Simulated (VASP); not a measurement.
Input:

```xyz
1
Lattice="0.0000 2.4750 2.4750 2.4750 0.0000 2.4750 2.4750 2.4750 0.0000" Properties=species:S:1:pos:R:3 pbc="T T T"
Pb     0.0000     0.0000     0.0000
```

These are PBEsol GGA, VASP's PBE PAW potentials (set 64) (plane waves; VASP 6.6.1) values and carry that method's errors. Numerical set-up: 480 eV cut-off, 11×11×11 Γ-centred mesh, first-order Methfessel-Paxton smearing of 0.10 eV, potentials Pb_d.

Question: The ions, cell shape and volume are relaxed. What does this cell relax into?

Answer: 
```xyz
1
Lattice="0.0000 2.4641 2.4641 2.4641 0.0000 2.4641 2.4641 2.4641 0.0000" Properties=species:S:1:pos:R:3 pbc="T T T"
Pb     0.0000     0.0000     0.0000
```
Space group Fm-3m (225), at a tolerance of 0.03 Å.

Question: How do energy and volume change from the first to the last step?

Answer: The energy (σ→0) changes by -0.8 meV/atom and the volume by -1.3 %, in 3 ionic steps.

The compound is Pb in the fcc structure. This run relaxes it. Symmetry was kept, so distortions that lower it aren't found.
